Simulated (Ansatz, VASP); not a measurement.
**Na3Y: VASP beside Ansatz**

One calculation is typed for both programs; each brings its own data sets. How far apart do they land? The cell is generated by rule, not measured, and may not be a known phase. The cell is taken from a series of runs on this material, whose earlier steps may have relaxed, scaled, displaced or heated it; both programs get it as it stands.

Main program and level: Ansatz 0.2.0; plane waves, with VASP 6.6.1 beside it; zone-centre phonons at PBEsol.

The structure was built from a prototype and need not be the compound's stable phase.

**1. The structure**

Symmetry: I4/mmm, No. 139, tetragonal system. Conventional cell: a = 4.900 Å, b = 4.900 Å, c = 11.075 Å, α = 90.00°, β = 90.00°, γ = 90.00°. Na has 8 Na at 3.46 to 3.70 Å and 4 Y at 3.70 Å nearest. Nearest to Na lie 4 Y at 3.46 Å and 8 Na at 3.70 Å. Y has 12 Na at 3.46 to 3.70 Å nearest. Farther neighbours are not listed.

Structure file:

```cif
data_structure
_symmetry_space_group_name_H-M 'I4/mmm'
_symmetry_Int_Tables_number 139
_cell_length_a 4.9000
_cell_length_b 4.9000
_cell_length_c 11.0752
_cell_angle_alpha 90.000
_cell_angle_beta 90.000
_cell_angle_gamma 90.000
_cell_volume 265.92
loop_
_atom_site_label
_atom_site_type_symbol
_atom_site_symmetry_multiplicity
_atom_site_Wyckoff_symbol
_atom_site_fract_x
_atom_site_fract_y
_atom_site_fract_z
_atom_site_occupancy
Na1 Na 4 d 0.00000 0.50000 0.25000 1
Na2 Na 2 b 0.50000 0.50000 0.00000 1
Y1 Y 2 a 0.00000 0.00000 0.00000 1
```

**2. VASP: zone-centre phonons, PBEsol**

Second derivatives magnify differences that forces hide, and they need a tight electronic threshold.

Lines of VASP's logs that name or quote its potential files are left out, and so is its time.

File INCAR:

```
SYSTEM = Na3Y
PREC = Accurate
ENCUT = 500
EDIFF = 1E-08
NELM = 120
ISMEAR = 1
SIGMA = 0.15
LREAL = .FALSE.
ALGO = Normal
GGA = PS
NBANDS = 22
LASPH = .TRUE.
LORBIT = 11
LWAVE = .FALSE.
LCHARG = .FALSE.
ISIF = 2
IBRION = 8
GGA_COMPAT = .FALSE.
KPAR = 2
```

File POSCAR:

```
Na3Y
1.0
   -2.4499940064      2.4499940064      5.5376228068
    2.4499940064     -2.4499940064      5.5376228068
    2.4499940064      2.4499940064     -5.5376228068
Na Y
3 1
Direct
    0.7500000000      0.2500000000      0.5000000000
    0.5000000000      0.5000000000      0.0000000000
    0.2500000000      0.7500000000      0.5000000000
    0.0000000000      0.0000000000      0.0000000000
```

File KPOINTS:

```
Automatic mesh
0
Gamma
10 10 10
0 0 0
```

Potentials, in the order of the species: Na_pv and Y_sv (PBE family, release 64).

Launch:

```sh
mpirun -np 2 vasp_std
```

Numbers of over 12 decimals in the logs are rounded to 6 here.

The log of the run:

```text
[banner, memory and clock lines left out]
running    2 mpi-ranks, on    1 nodes
 distrk:  each k-point on    1 cores,    2 groups
 distr:  one band on    1 cores,    1 groups

 POSCAR found type information on POSCAR NaY
 POSCAR found :  2 types and       4 ions
|                                                                             |
|               ----> ADVICE to this user running VASP <----                  |
|                                                                             |
|     You enforced a specific xc type in the INCAR file but a different       |
|     [... a line on the potential file left out ...]
|     I HOPE YOU KNOW WHAT YOU ARE DOING!                                     |
|                                                                             |

 LDA part: xc-table for (Slater+PW92), standard interpolation
 POSCAR, INCAR and KPOINTS ok, starting setup
 FFT: planning ... GRIDC
 FFT: planning ... GRID_SOFT
 FFT: planning ... GRID
 WAVECAR not read
 entering main loop
       N       E                     dE             d eps       ncg     rms          rms(c)
DAV:   1     0.251557788657E+03    0.25156E+03   -0.16226E+04  4488   0.144E+03
DAV:   2     0.534048538028E+01   -0.24622E+03   -0.24060E+03  4704   0.383E+02
DAV:   3    -0.913602701228E+01   -0.14477E+02   -0.13987E+02  5996   0.105E+02
DAV:   4    -0.101799515166E+02   -0.10439E+01   -0.10309E+01  7704   0.185E+01
DAV:   5    -0.101937353506E+02   -0.13784E-01   -0.13754E-01  5780   0.188E+00    0.149E+01
DAV:   6    -0.956284231931E+01    0.63089E+00   -0.10970E+00  6224   0.362E+00    0.106E+01
DAV:   7    -0.954261512282E+01    0.20227E-01   -0.10249E+00  6308   0.535E+00    0.169E+00
DAV:   8    -0.951753285218E+01    0.25082E-01   -0.36255E-01  5376   0.279E+00    0.126E+00
DAV:   9    -0.951424313832E+01    0.32897E-02   -0.76021E-02  5280   0.168E+00    0.792E-01
DAV:  10    -0.951068614299E+01    0.35570E-02   -0.11517E-02  5928   0.172E+00    0.226E-01
DAV:  11    -0.951102378083E+01   -0.33764E-03   -0.41160E-03  6004   0.453E-01    0.127E-01
DAV:  12    -0.951097318799E+01    0.50593E-04   -0.19347E-04  5532   0.172E-01    0.795E-02
DAV:  13    -0.951096510161E+01    0.80864E-05   -0.51564E-05  6530   0.509E-02    0.198E-02
DAV:  14    -0.951096333325E+01    0.17684E-05   -0.83003E-06  7016   0.203E-02    0.353E-03
DAV:  15    -0.951096306949E+01    0.26376E-06   -0.10990E-06  6618   0.878E-03    0.194E-03
DAV:  16    -0.951096311445E+01   -0.44962E-07   -0.24127E-07  5776   0.504E-03    0.969E-04
DAV:  17    -0.951096313202E+01   -0.17564E-07   -0.13858E-08  4148   0.966E-04    0.674E-04
DAV:  18    -0.951096316120E+01   -0.29183E-07   -0.22792E-09  2766   0.436E-04    0.149E-04
DAV:  19    -0.951096315144E+01    0.97589E-08   -0.75790E-10  2640   0.349E-04
   1 F= -.95109632E+01 E0= -.95097442E+01  d E =-.365694E-02
 Linear response reoptimize wavefunctions to high precision
DAV:   1    -0.951096315064E+01    0.80445E-09   -0.33916E-10  2718   0.134E-04
DAV:   2    -0.951096315062E+01    0.14552E-10   -0.14521E-10  2568   0.803E-05
 Linear response DOF=           6
 Linear response progress:
  Degree of freedom:   1/  6
       N       E                     dE             d eps       ncg     rms          rms(c)
RMM:   1    -0.159050929666E+00   -0.15905E+00   -0.36555E-01 12499   0.439E+00
RMM:   2    -0.162811704174E+00   -0.37608E-02   -0.23570E-02 19034   0.895E-01    0.277E-02
RMM:   3    -0.162996858115E+00   -0.18515E-03   -0.10511E-03 22365   0.211E-01    0.140E-02
RMM:   4    -0.163005749321E+00   -0.88912E-05   -0.63596E-05 24487   0.565E-02    0.423E-03
RMM:   5    -0.163008397669E+00   -0.26483E-05   -0.67384E-06 25809   0.173E-02    0.127E-03
RMM:   6    -0.163007276105E+00    0.11216E-05   -0.15304E-06 26792   0.621E-03    0.397E-04
RMM:   7    -0.163006588252E+00    0.68785E-06   -0.67402E-07 29353   0.303E-03    0.245E-04
RMM:   8    -0.163006265567E+00    0.32268E-06   -0.32418E-07 30758   0.169E-03    0.619E-05
RMM:   9    -0.163006591360E+00   -0.32579E-06   -0.17533E-07 31201   0.109E-03    0.125E-04
RMM:  10    -0.163006524380E+00    0.66980E-07   -0.88162E-08 31891   0.729E-04    0.204E-04
RMM:  11    -0.163006702186E+00   -0.17781E-06   -0.26500E-08 30525   0.521E-04    0.137E-04
RMM:  12    -0.163006826320E+00   -0.12413E-06    0.84523E-10 31435   0.376E-04    0.113E-04
RMM:  13    -0.163006894057E+00   -0.67737E-07    0.10736E-08 31166   0.278E-04    0.101E-04
RMM:  14    -0.163006991069E+00   -0.97012E-07    0.14688E-08 30832   0.211E-04    0.711E-05
RMM:  15    -0.163007092107E+00   -0.10104E-06    0.15631E-08 30275   0.163E-04    0.353E-05
RMM:  16    -0.163007159372E+00   -0.67265E-07    0.12287E-08 30245   0.125E-04    0.123E-05
RMM:  17    -0.163007187130E+00   -0.27758E-07    0.10561E-08 29371   0.953E-05    0.497E-06
RMM:  18    -0.163007204678E+00   -0.17548E-07    0.81437E-09 27364   0.740E-05    0.126E-06
RMM:  19    -0.163007202730E+00    0.19478E-08    0.66684E-09 22381   0.577E-05    0.349E-06
 first order change of Fermi-energy  -0.40948E-05
 force on displaced ion       1 direction 1 :  -1.171  -0.000  -0.000
 Linear response progress:
  Degree of freedom:   2/  6
       N       E                     dE             d eps       ncg     rms          rms(c)
RMM:   1    -0.159439922939E+00   -0.15944E+00   -0.33775E-01  7678   0.467E+00
[...]
RMM:  14    -0.162926506333E+00    0.33059E-07   -0.15420E-09 17788   0.197E-04    0.501E-05
RMM:  15    -0.162926575605E+00   -0.69272E-07    0.10158E-09 16740   0.154E-04    0.257E-05
RMM:  16    -0.162926589208E+00   -0.13603E-07   -0.31626E-10 16812   0.115E-04    0.248E-05
RMM:  17    -0.162926594189E+00   -0.49805E-08    0.76315E-10 14841   0.892E-05    0.265E-05
 first order change of Fermi-energy  -0.84082E-04
 force on displaced ion       2 direction 1 :  -1.968   0.000  -0.000
 Linear response progress:
  Degree of freedom:   4/  6
       N       E                     dE             d eps       ncg     rms          rms(c)
RMM:   1    -0.159583880940E+00   -0.15958E+00   -0.38983E-01  4742   0.379E+00
RMM:   2    -0.163229215225E+00   -0.36453E-02   -0.20697E-02  6725   0.725E-01    0.298E-02
RMM:   3    -0.163448449230E+00   -0.21923E-03   -0.13672E-03  7988   0.227E-01    0.112E-02
RMM:   4    -0.163444765611E+00    0.36836E-05   -0.91550E-05  8916   0.613E-02    0.350E-03
RMM:   5    -0.163441846519E+00    0.29191E-05   -0.74843E-06  8891   0.152E-02    0.157E-03
RMM:   6    -0.163438027827E+00    0.38187E-05   -0.17490E-06  8974   0.608E-03    0.515E-04
RMM:   7    -0.163436686974E+00    0.13409E-05   -0.71055E-07  9402   0.274E-03    0.253E-04
RMM:   8    -0.163436146830E+00    0.54014E-06   -0.31480E-07 10016   0.148E-03    0.110E-04
RMM:   9    -0.163436338105E+00   -0.19127E-06   -0.17208E-07 10252   0.874E-04    0.522E-05
RMM:  10    -0.163436560120E+00   -0.22201E-06   -0.99581E-08 10352   0.577E-04    0.248E-05
RMM:  11    -0.163436806767E+00   -0.24665E-06   -0.50257E-08 10518   0.401E-04    0.641E-06
RMM:  12    -0.163436819848E+00   -0.13081E-07   -0.44621E-08 10347   0.285E-04    0.159E-05
RMM:  13    -0.163436771451E+00    0.48397E-07   -0.40646E-08  9903   0.210E-04    0.348E-05
RMM:  14    -0.163436822236E+00   -0.50785E-07   -0.11422E-10  9454   0.156E-04    0.309E-05
RMM:  15    -0.163436831247E+00   -0.90109E-08   -0.44322E-09  9233   0.117E-04    0.339E-05
 first order change of Fermi-energy   0.52259E-04
 force on displaced ion       2 direction 3 :   0.000   0.000  -0.610
 Linear response progress:
  Degree of freedom:   5/  6
       N       E                     dE             d eps       ncg     rms          rms(c)
RMM:   1    -0.293898426259E+00   -0.29390E+00    0.73504E+00  9356   0.104E+01
RMM:   2    -0.278846025932E+00    0.15052E-01   -0.26163E-01 14864   0.179E+00    0.172E-01
RMM:   3    -0.281204279849E+00   -0.23583E-02   -0.13833E-02 15576   0.460E-01    0.715E-02
RMM:   4    -0.282009352672E+00   -0.80507E-03   -0.25436E-03 16910   0.188E-01    0.291E-02
RMM:   5    -0.282117024098E+00   -0.10767E-03   -0.66636E-04 17627   0.903E-02    0.123E-02
RMM:   6    -0.282036864515E+00    0.80160E-04   -0.11143E-04 17309   0.383E-02    0.706E-03
RMM:   7    -0.281927564315E+00    0.10930E-03   -0.45643E-05 17613   0.217E-02    0.215E-03
RMM:   8    -0.281864700624E+00    0.62864E-04   -0.11929E-05 17703   0.100E-02    0.343E-04
RMM:   9    -0.281860694741E+00    0.40059E-05   -0.90079E-06 18060   0.558E-03    0.334E-04
RMM:  10    -0.281858783796E+00    0.19109E-05   -0.13449E-05 18008   0.315E-03    0.360E-04
RMM:  11    -0.281859396191E+00   -0.61239E-06   -0.20029E-05 17278   0.216E-03    0.668E-05
RMM:  12    -0.281860802677E+00   -0.14065E-05   -0.19086E-05 17304   0.145E-03    0.120E-04
RMM:  13    -0.281860661656E+00    0.14102E-06   -0.16202E-05 17771   0.110E-03    0.277E-05
RMM:  14    -0.281860675521E+00   -0.13865E-07   -0.14389E-05 17876   0.840E-04    0.323E-05
RMM:  15    -0.281860935419E+00   -0.25990E-06   -0.11255E-05 18081   0.686E-04    0.518E-05
RMM:  16    -0.281860312777E+00    0.62264E-06   -0.94638E-06 16359   0.586E-04    0.178E-04
RMM:  17    -0.281860719591E+00   -0.40681E-06   -0.80804E-06 17171   0.499E-04    0.181E-04
RMM:  18    -0.281861123945E+00   -0.40435E-06   -0.65335E-06 16869   0.439E-04    0.171E-04
RMM:  19    -0.281861262680E+00   -0.13874E-06   -0.54130E-06 17667   0.385E-04    0.184E-04
 first order change of Fermi-energy  -0.37695E-03
 force on displaced ion       4 direction 1 :  -2.480   0.000   0.000
 Linear response progress:
  Degree of freedom:   6/  6
       N       E                     dE             d eps       ncg     rms          rms(c)
RMM:   1    -0.303514672612E+00   -0.30351E+00    0.67233E+00  5490   0.992E+00
RMM:   2    -0.293395962693E+00    0.10119E-01   -0.22598E-01  8557   0.165E+00    0.166E-01
RMM:   3    -0.296167255426E+00   -0.27713E-02   -0.12998E-02  9019   0.435E-01    0.727E-02
RMM:   4    -0.297042779701E+00   -0.87552E-03   -0.23515E-03  9659   0.172E-01    0.228E-02
RMM:   5    -0.297101288048E+00   -0.58508E-04   -0.65373E-04 10494   0.816E-02    0.125E-02
RMM:   6    -0.296905590351E+00    0.19570E-03   -0.66940E-05  9608   0.309E-02    0.517E-03
RMM:   7    -0.296791710489E+00    0.11388E-03   -0.29747E-05 10040   0.179E-02    0.184E-03
RMM:   8    -0.296795735981E+00   -0.40255E-05   -0.10309E-05  9749   0.873E-03    0.130E-03
RMM:   9    -0.296784851770E+00    0.10884E-04   -0.60471E-06 10070   0.512E-03    0.952E-04
RMM:  10    -0.296776226591E+00    0.86252E-05   -0.67111E-06 10270   0.288E-03    0.477E-04
RMM:  11    -0.296769754180E+00    0.64724E-05   -0.11873E-05 10154   0.203E-03    0.291E-04
RMM:  12    -0.296771810984E+00   -0.20568E-05   -0.92017E-06 10241   0.128E-03    0.662E-05
RMM:  13    -0.296772296155E+00   -0.48517E-06   -0.41849E-06 10743   0.953E-04    0.687E-05
RMM:  14    -0.296772098536E+00    0.19762E-06    0.26941E-06 10308   0.705E-04    0.105E-04
RMM:  15    -0.296772031784E+00    0.66752E-07    0.53809E-06 10534   0.570E-04    0.137E-04
RMM:  16    -0.296771877034E+00    0.15475E-06    0.50896E-06 10359   0.469E-04    0.148E-04
RMM:  17    -0.296772109329E+00   -0.23229E-06    0.35493E-06 10181   0.397E-04    0.184E-04
RMM:  18    -0.296772526829E+00   -0.41750E-06    0.25009E-06 10159   0.340E-04    0.234E-04
RMM:  19    -0.296772796369E+00   -0.26954E-06    0.21484E-06  9973   0.295E-04    0.274E-04
RMM:  20    -0.296772426648E+00    0.36972E-06    0.19890E-06  9280   0.265E-04    0.257E-04
RMM:  21    -0.296772886325E+00   -0.45968E-06    0.18718E-06  9890   0.240E-04    0.311E-04
RMM:  22    -0.296772736532E+00    0.14979E-06    0.16064E-06  8743   0.211E-04    0.310E-04
RMM:  23    -0.296772188774E+00    0.54776E-06    0.14479E-06 10074   0.201E-04    0.273E-04
 first order change of Fermi-energy  -0.20697E-04
 force on displaced ion       4 direction 3 :  -0.000  -0.000  -1.798
 Linear response finished
```

(Continued in part 2 of 2.)

[Lines on the potential files, build, host, timing and source positions are cut from VASP's logs without a mark.]

[Logs are printed without paths, hosts, clocks, repeated set-up lines and the standing remarks that a program may print on its own settings, such as how far it seeks lower states.]

[Hosts, paths, dates, database ids (printed as entryN), source tags and the programs' standing remarks are cut or masked in the printed files.]
